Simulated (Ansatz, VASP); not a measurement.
# BaZrO3 in two plane-wave programs

Aim: how closely do two programs agree when they are given the same cell, functional and k mesh?

Method: plane waves, with VASP 6.6.1 beside it; single point at PBE, in Ansatz 0.2.0.

## (1) Set-up

The structure is cubic, space group Pm-3m (No. 221). Conventional cell: a = 4.191 Å, b = 4.191 Å, c = 4.191 Å, α = 90.00°, β = 90.00°, γ = 90.00°. Nearest to Ba lie 12 O at 2.96 Å. Nearest to Zr lie 6 O at 2.10 Å. O has 2 Zr at 2.10 Å and 4 Ba at 2.96 Å nearest. Farther neighbours and most contacts between anions are not listed.

As a file:

```xyz
5
Lattice="4.1913 0.0000 0.0000 0.0000 4.1913 0.0000 0.0000 0.0000 4.1913" Properties=species:S:1:pos:R:3 pbc="T T T"
Ba    0.0000    0.0000    0.0000
Zr    2.0957    2.0957    2.0957
O     2.0957    2.0957    0.0000
O     2.0957    0.0000    2.0957
O     0.0000    2.0957    2.0957
```

## (2) VASP: single point, PBE

A single point gives forces, pressure and levels at one fixed geometry, so differences don't come from the geometry; what else differs is listed under the comparison.

Lines of VASP's logs that name or quote its potential files are left out, and so is its time.

Contents of INCAR:

```
SYSTEM = BaZrO3
PREC = Accurate
ENCUT = 520
EDIFF = 1E-07
NELM = 100
ISMEAR = 0
SIGMA = 0.01
LREAL = .FALSE.
ALGO = Normal
GGA = PE
NBANDS = 26
LORBIT = 11
LWAVE = .FALSE.
LCHARG = .FALSE.
KPAR = 2
```

Contents of POSCAR:

```
BaZrO3
1.0
    4.1913400000      0.0000000000      0.0000000000
    0.0000000000      4.1913400000      0.0000000000
    0.0000000000      0.0000000000      4.1913400000
Ba Zr O
1 1 3
Direct
    0.0000000000      0.0000000000      0.0000000000
    0.5000000000      0.5000000000      0.5000000000
    0.5000000000      0.5000000000      0.0000000000
    0.5000000000      0.0000000000      0.5000000000
    0.0000000000      0.5000000000      0.5000000000
```

Contents of KPOINTS:

```
Automatic mesh
0
Gamma
5 5 5
0 0 0
```

PAW data sets: Ba_sv, Zr_sv and O (PBE family, release 64).

Command:

```sh
mpirun -np 2 vasp_std
```

Numbers of over 12 decimals in the logs are rounded to 6 here.

Log:

```text
[banner, memory and clock lines left out]
running    2 mpi-ranks, on    1 nodes
 distrk:  each k-point on    1 cores,    2 groups
 distr:  one band on    1 cores,    1 groups

 POSCAR found type information on POSCAR BaZrO
 POSCAR found :  3 types and       5 ions
 LDA part: xc-table for (Slater+PW92), standard interpolation
 POSCAR, INCAR and KPOINTS ok, starting setup
 FFT: planning ... GRIDC
 FFT: planning ... GRID_SOFT
 FFT: planning ... GRID
 WAVECAR not read
 entering main loop
       N       E                     dE             d eps       ncg     rms          rms(c)
DAV:   1     0.310774339864E+03    0.31077E+03   -0.22312E+04   520   0.152E+03
DAV:   2    -0.287797850985E+02   -0.33955E+03   -0.33050E+03   654   0.368E+02
DAV:   3    -0.487433645962E+02   -0.19964E+02   -0.19922E+02   828   0.856E+01
DAV:   4    -0.492504721771E+02   -0.50711E+00   -0.50668E+00   728   0.111E+01
DAV:   5    -0.492590397408E+02   -0.85676E-02   -0.85671E-02   740   0.112E+00    0.289E+01
DAV:   6    -0.417509978496E+02    0.75080E+01   -0.41301E+01   594   0.413E+01    0.128E+01
DAV:   7    -0.417009013140E+02    0.50097E-01   -0.29852E+00   740   0.985E+00    0.785E+00
DAV:   8    -0.416865026019E+02    0.14399E-01   -0.34379E-01   642   0.464E+00    0.706E-01
DAV:   9    -0.416829427449E+02    0.35599E-02   -0.58119E-02   740   0.142E+00    0.503E-01
DAV:  10    -0.416848125810E+02   -0.18698E-02   -0.15468E-02   710   0.108E+00    0.265E-01
DAV:  11    -0.416844068660E+02    0.40571E-03   -0.21605E-03   670   0.400E-01    0.375E-02
DAV:  12    -0.416844604846E+02   -0.53619E-04   -0.17101E-04   632   0.961E-02    0.314E-02
DAV:  13    -0.416844604684E+02    0.16181E-07   -0.22289E-05   762   0.294E-02    0.522E-03
DAV:  14    -0.416844606346E+02   -0.16620E-06   -0.21934E-06   600   0.116E-02    0.186E-03
DAV:  15    -0.416844606806E+02   -0.45992E-07   -0.39278E-07   592   0.460E-03
   1 F= -.41684461E+02 E0= -.41684461E+02  d E =-.140184E-13
```

From OUTCAR (step 2):

```text
ion  position               nearest neighbor table
   1  0.000  0.000  0.000-   3 2.96   4 2.96   5 2.96   4 2.96   5 2.96   3 2.96   5 2.96   5 2.96
                             3 2.96   4 2.96   4 2.96   3 2.96   2 3.63   2 3.63   2 3.63   2 3.63
   2  0.500  0.500  0.500-   3 2.10   4 2.10   5 2.10   3 2.10   4 2.10   5 2.10   1 3.63   1 3.63
                             1 3.63   1 3.63   1 3.63   1 3.63   1 3.63   1 3.63
   3  0.500  0.500  0.000-   2 2.10   2 2.10   1 2.96   1 2.96   1 2.96   1 2.96
   4  0.500  0.000  0.500-   2 2.10   2 2.10   1 2.96   1 2.96   1 2.96   1 2.96
   5  0.000  0.500  0.500-   2 2.10   2 2.10   1 2.96   1 2.96   1 2.96   1 2.96

  LATTYP: Found a simple cubic cell.
 ALAT       =     4.1913400000

 Subroutine GETGRP returns: Found 48 space group operations
 (whereof 48 operations were pure point group operations)

The static configuration has the point symmetry O_h .

 Found     10 irreducible k-points:

   k-points           NKPTS =     10   k-points in BZ     NKDIM =     10   number of bands    NBANDS=     26

   dimension x,y,z NGX =    32 NGY =   32 NGZ =   32
   dimension x,y,z NGXF=    64 NGYF=   64 NGZF=   64

   ENCUT  =  520.0 eV  38.22 Ry    6.18 a.u.   7.79  7.79  7.79*2*pi/ulx,y,z

   NELECT =      40.0000    total number of electrons

 k-points in reciprocal lattice and weights: Automatic mesh
   0.00000000  0.00000000  0.00000000       0.008
   0.20000000  0.00000000  0.00000000       0.048
   0.40000000  0.00000000  0.00000000       0.048
   0.20000000  0.20000000  0.00000000       0.096
   0.40000000  0.20000000  0.00000000       0.192
   0.40000000  0.40000000  0.00000000       0.096
   0.20000000  0.20000000  0.20000000       0.064
   0.40000000  0.20000000  0.20000000       0.192
   0.40000000  0.40000000  0.20000000       0.192
   0.40000000  0.40000000  0.40000000       0.064

 average (electrostatic) potential at core
       1 -33.5726       2 -78.1323       3 -69.3290       4 -69.3290       5 -69.3290

 E-fermi :   3.7336

 k-point     1 :       0.0000    0.0000    0.0000
  band No.  band energies     occupation
    ...
     16       2.8045      2.00000
     17       2.8045      2.00000
     18       3.5665      2.00000
     19       3.5665      2.00000
     20       3.5665      2.00000
     21       6.9777      0.00000
     22       6.9777      0.00000
     23       6.9777      0.00000
     24       8.4436      0.00000
     25       8.4436      0.00000
    ...

 k-point     2 :       0.2000    0.0000    0.0000
  band No.  band energies     occupation
    ...
     16       2.4747      2.00000
     17       2.5354      2.00000
     18       2.7393      2.00000
     19       3.4554      2.00000
     20       3.4554      2.00000
     21       7.1136      0.00000
     22       7.8118      0.00000
     23       7.8118      0.00000
     24       9.0396      0.00000
     25       9.0725      0.00000
    ...

 k-point     3 :       0.4000    0.0000    0.0000
  band No.  band energies     occupation
    ...
     16       2.1060      2.00000
     17       2.1060      2.00000
     18       2.1658      2.00000
     19       3.3507      2.00000
     20       3.3507      2.00000
     21       7.3729      0.00000
     22       9.2184      0.00000
     23       9.2184      0.00000
     24      10.0373      0.00000
     25      10.2443      0.00000
    ...

  Total        2.3470568      2.3470568      2.3470568     -0.0000000     -0.0000000     -0.0000000
  in kB       51.0711356     51.0711356     51.0711356     -0.0000000     -0.0000000     -0.0000000
  external PRESSURE =      51.0711356 kB  Pullay stress =       0.0000000 kB

  energy-cutoff  :      520.00
  volume of cell :       73.63
      direct lattice vectors                 reciprocal lattice vectors
     4.191340000  0.000000000  0.000000000     0.238587182  0.000000000  0.000000000
     0.000000000  4.191340000  0.000000000     0.000000000  0.238587182  0.000000000
     0.000000000  0.000000000  4.191340000     0.000000000  0.000000000  0.238587182

 POSITION                                       TOTAL-FORCE (eV/Angst)
 -----------------------------------------------------------------------------------
      0.00000      0.00000      0.00000         0.000000      0.000000      0.000000
      2.09567      2.09567      2.09567         0.000000      0.000000      0.000000
      2.09567      2.09567      0.00000         0.000000      0.000000      0.000000
      2.09567      0.00000      2.09567         0.000000      0.000000      0.000000
      0.00000      2.09567      2.09567         0.000000      0.000000      0.000000
 -----------------------------------------------------------------------------------
    total drift:                                0.000000     -0.000000     -0.000000

  FREE ENERGIE OF THE ION-ELECTRON SYSTEM (eV)
  ---------------------------------------------------
  free  energy   TOTEN  =       -41.6844606806 eV

  energy  without entropy=      -41.6844606806  energy(sigma->0) =      -41.68446068

 total charge
# of ion       s       p       d       tot
------------------------------------------
    1        2.002   5.634   0.271   7.907
    2        2.200   6.087   1.431   9.718
    3        1.562   3.487   0.000   5.049
    4        1.562   3.487   0.000   5.049
    5        1.562   3.487   0.000   5.049
--------------------------------------------------
tot          8.886  22.183   1.702  32.771

[... 3 further parts left out ...]
```

Harder data sets than Ba_sv exist (the GW ones), and pressures, volumes and forces can shift noticeably with them.

## (3) Ansatz: single point, PBE

Ansatz runs on its default PAW (the set named soft_2) files.

The same cell, functional, mesh and smearing now go to Ansatz, which takes its cutoff from its data sets.

Contents of input.yaml:

```yaml
crystal:
  lattice:
    - [4.19134, 0.0, 0.0]
    - [0.0, 4.19134, 0.0]
    - [0.0, 0.0, 4.19134]
  atoms:
    - { symbol: Ba, position: [0.0, 0.0, 0.0] }
    - { symbol: Zr, position: [0.5, 0.5, 0.5] }
    - { symbol: O, position: [0.5, 0.5, 0.0] }
    - { symbol: O, position: [0.5, 0.0, 0.5] }
    - { symbol: O, position: [0.0, 0.5, 0.5] }
hamiltonian:
  xc: pbe
  pseudopotentials: { kind: paw }
kpoints:
  mp_grid: { grid: [5, 5, 5] }
scf:
  occupations: { method: gaussian, width: 0.01 }
  n_extra_bands: 5
output:
  forces: true
  stress: true
  eigenvalues: true
  write_density: true
  write_potential: true
  elf: true
  volumetric_format: npy
```

Command:

```sh
ansatz run input.yaml --threads 2 --pin off --max-ram 4608MiB --backend cpu --events-out ev --progress --plain --runs-dir out
```

Log:

```text
scf.n_extra_bands = 5 over 20 filled bands (N_el = 40.0): the run solves 25 bands
Engine: ansatz 0.2.0, x86_64-unknown-linux-gnu
Pseudopotentials: kind: paw
Pseudopotential: Ba, paw, valence charge 10, recommended cutoff 420 eV (normal), Ba.paw.azcp
Pseudopotential: Zr, paw, valence charge 12, recommended cutoff 420 eV (normal), Zr.paw.azcp
Pseudopotential: O, paw, valence charge 6, recommended cutoff 420 eV (normal), O.paw.azcp
Functional definition: PBE
  parameter kappa = 0.804
  parameter beta = 0.066725
  exchange = pbe_x(kappa = kappa, mu = beta*pi^2/3)
  correlation = pbe_c(beta = beta)
Crystal: 5 atoms, lattice volume = 73.631 Å³
Basis set: ecut = 420 eV, 1419 PW (Γ), exchange–correlation on 60×60×60 points (8 copies of the dense FFT grid, shifted against one another)
Bands: 25, of which v1, the nominal top of the filled ones, is band 20 counted from 1 (19 counted from 0)
Symmetry: 48 space group operations
Space group: Pm-3m (ITA 221), of the structure as read, at distance tolerance 4.2e-5 Å
k-points: 10 of 125
Non-local potential: Ba, projectors of the file, l = 0: 3, l = 1: 2, l = 2: 2, l = 3: 2
Non-local potential: Zr, projectors of the file, l = 0: 3, l = 1: 2, l = 2: 2, l = 3: 2
Non-local potential: O, projectors of the file, l = 0: 2, l = 1: 2, l = 2: 1
PAW form: soft (Blöchl's): semilocal exchange-correlation on the pseudo side does not see the compensation charge
PAW one-centre angular grid: Ba, 194 points (default); XC on 64 Gauss nodes
PAW one-centre angular grid: Zr, 590 points (default); XC on 64 Gauss nodes
PAW one-centre angular grid: O, 110 points (default); XC on 64 Gauss nodes
Initial density: superposition of atomic densities (neutral atoms: chi_scale 0, normalization atom), corrected by the library's trained network
Initial wavefunctions: pseudopotential atomic-orbital guess
Functional: x = pbe(κ = 0.804, μ = 0.219515), c = pbe(β = 0.066725)
SCF iter   1: F=—  HF=-11844.670037 eV  |F-HF|=—  |Δ(HF+E_count)|=         —  Δρ=7.98e-4  dr2=2.03e-4  ethr=1.77e-3  ⟨swp⟩=7.0  Hψ=1300  notcnv=0
preconditioner: auto → Resta (q_TF=auto, 2.464 Å⁻¹)  ε∞=3.7  [insulator: Δε(μ)=3.333 eV  Ē_g=16.141 eV  σ=0.010 eV  W_gap=1.00  n_scr=18 (ndim 8)  ℏωp=26.7 eV  f_vac=0.000  D(μ)=0.00/eV (n_scr^D=0)  ε∞_Penn≈3.7]
SCF iter   2: F=—  HF=-11844.669886 eV  |F-HF|=—  |Δ(HF+E_count)|=   1.51e-4  Δρ=4.32e-4  dr2=6.19e-5  ethr=5.08e-7  ⟨swp⟩=2.7  Hψ=638  notcnv=0  defer=10
SCF iter   3: F=—  HF=-11844.669943 eV  |F-HF|=—  |Δ(HF+E_count)|=   5.72e-5  Δρ=3.12e-4  dr2=5.21e-5  ethr=1.55e-7  ⟨swp⟩=2.0  Hψ=400  notcnv=0  defer=10
SCF iter   4: F=—  HF=-11844.669934 eV  |F-HF|=—  |Δ(HF+E_count)|=   8.45e-6  Δρ=8.81e-5  dr2=1.85e-6  ethr=1.30e-7  ⟨swp⟩=2.0  Hψ=348  notcnv=0  defer=10
iter 5 did not close the SCF: its close was put off for the readings that it lacked (scf_convergence_deferred on its scf_iter line)
SCF iter   5: F=-11844.669940 eV  HF=-11844.669940 eV  |F-HF|=3.53e-8  |Δ(HF+E_count)|=   5.74e-6  Δρ=8.69e-6  dr2=3.38e-8  ethr=4.62e-9  ⟨swp⟩=2.1  Hψ=418  notcnv=0  defer=10
SCF iter   6: F=-11844.669940 eV  HF=-11844.669940 eV  |F-HF|=1.36e-9  |Δ(HF+E_count)|=   4.56e-8  Δρ=1.72e-6  dr2=1.82e-9  ethr=8.44e-11  ⟨swp⟩=10.7  Hψ=1875  notcnv=0
SCF 1 converged in 6 iterations: F = -11844.669940 eV  dr2 = 1.82e-9
  greatest PAW one-centre occupation: 0.995 electrons in one spin orbital (limit 2), on the Zr atom at site 1 (counted from 0), in its partial waves of l = 0
SCF converged after 6 iterations
Free energy (F): -11844.669940 eV
Harris-Foulkes:  -11844.669940 eV  (|F-HF|=1.36e-9)
Internal energy: -11844.669940 eV  (E = F + TS)
E sigma→0 (E₀):  -11844.669940 eV
Fermi energy:    11.397343 eV
--- Per-component energies (eV) ---
  E_band       = -90.944194
  E_kinetic    = 1034.024570
  E_local      = -1940.223354  (includes V_loc(G=0)·N_el)
  E_nonlocal   = 275.975811
  E_hartree    = 688.070394
  E_xc         = -556.320663
  E_vxc        = -615.807657  (∫ρ·V_xc dr)
  E_paw        = -8652.427073  (= ΣΔE_a)
  E_vpaw       = -221.061317  (= ΣTr[D̂ρ^β])
  E_aug_tail   = 0.007365  (compensation charges beyond the density's cutoff)
  E_ewald      = -2693.776990
  E_smearing   = -0.000000  (= −TS)
  E_closure    = -0.000000  (closes the sum)
  Σ components = -11844.669940   (vs F -11844.669940, Δ=0.00e0)
--- Forces (eV/Å), atoms counted from 1 ---
  atom   1  Ba    -0.00000000     0.00000000    -0.00000000
  atom   2  Zr     0.00000000     0.00000000    -0.00000000
  atom   3  O     -0.00000000    -0.00000000    -0.00000000
  atom   4  O     -0.00000000    -0.00000000     0.00000000
  atom   5  O      0.00000000     0.00000000     0.00000000
  max |Σ_I F_I| component: 3.26e-29 eV/Å
--- Stress (GPa, compression-positive) ---
        4.053724      -0.000000       0.000000
       -0.000000       4.053724       0.000000
        0.000000       0.000000       4.053724
  P = ⅓ Tr σ = 4.0537 GPa (40.537 kbar)
--- Band table (eV; the first three rows and the last of 10) ---
  k-point 0: bands = [... 16 lower, 8.8324, 9.6347, 9.6347, 9.6347, 13.0698, 13.0698, 13.0698, 14.5808, ... 1 higher]
  k-point 1: bands = [... 16 lower, 8.5869, 8.8128, 9.5230, 9.5230, 13.1838, 13.8901, 13.8901, 15.1542, ... 1 higher]
  k-point 2: bands = [... 16 lower, 8.1633, 8.2457, 9.4180, 9.4180, 13.3959, 15.2758, 15.2758, 16.1534, ... 1 higher]
  k-point 9: bands = [... 16 lower, 7.3593, 9.6142, 9.6142, 9.7248, 15.8525, 16.0132, 16.0132, 16.8270, ... 1 higher]
```

It took 1.6 s on 2 threads of Intel Xeon Platinum 8259CL at 2.50GHz (Skylake/Cascade Lake), shared host; peak memory 0.41 GiB; 2.7 s of CPU time.

The column dr2 measures how far the density is from self-consistency, as an energy; F and HF (Harris–Foulkes) agree once it is small.

The run ends at a pressure of 4.05 GPa.

## (4) Differences

Known differences besides the potentials themselves: the cutoff is 420 eV in Ansatz and 520 eV in VASP; VASP leaves aspherical gradient terms in its spheres out (LASPH is not set), Ansatz keeps them. Total energies have different zeros and are not compared.

Both answers:

| quantity | Ansatz | VASP | difference |
| --- | --- | --- | --- |
| pressure (GPa) | 4.05 | 5.11 | -1.05 |
| pressure without Ansatz's Pulay correction (GPa) | 3.57 | 5.11 | -1.54 |
| gap on the k mesh (eV) | 3.345 | 3.293 | +0.052 |

A gap on the mesh is an upper bound, since the band edges may lie between its points. Ansatz's pressure holds a Pulay correction of 0.49 GPa; VASP's holds none.

## (5) Other set-ups

Further runs change the set-up of one program: Ansatz's method, potentials or start, or VASP's data sets, cutoff or form of LDA. The table gives Ansatz less VASP for each quantity, since a change that brings one quantity closer may part another.

| run | pressure (GPa) | gap on the k mesh (eV) |
| --- | --- | --- |
| as above | -1.1 | 0.052 |
| Ansatz's larger PAW set (cutoff 900 eV) | -1.1 | 0.049 |
| norm-conserving potentials (cutoff 1240 eV) | -1.1 | 0.051 |

## (6) Summary of results

```json
{
  "difference in pressure (single point, PBE)": "-1.1 GPa",
  "difference in gap on the k mesh (single point, PBE)": "0.052 eV"
}
```

What this shows: The difference in pressure is -1.1 GPa (single point, PBE), beyond the 1 GPa picked in this series as the mark of a large difference. For single point, PBE, no further run moves any of the tabulated differences by more than a quarter of its size. Such differences can come from data sets, numerical settings and the points named under the comparisons, not from the functional's error against experiment.

[Lines on the potential files, build, host, timing and source positions are cut from VASP's logs without a mark.]

[Logs are printed without paths, hosts, clocks, repeated set-up lines and the standing remarks that a program may print on its own settings, such as how far it seeks lower states.]

[Hosts, paths, dates, database ids (printed as entryN), source tags and the programs' standing remarks are cut or masked in the printed files.]
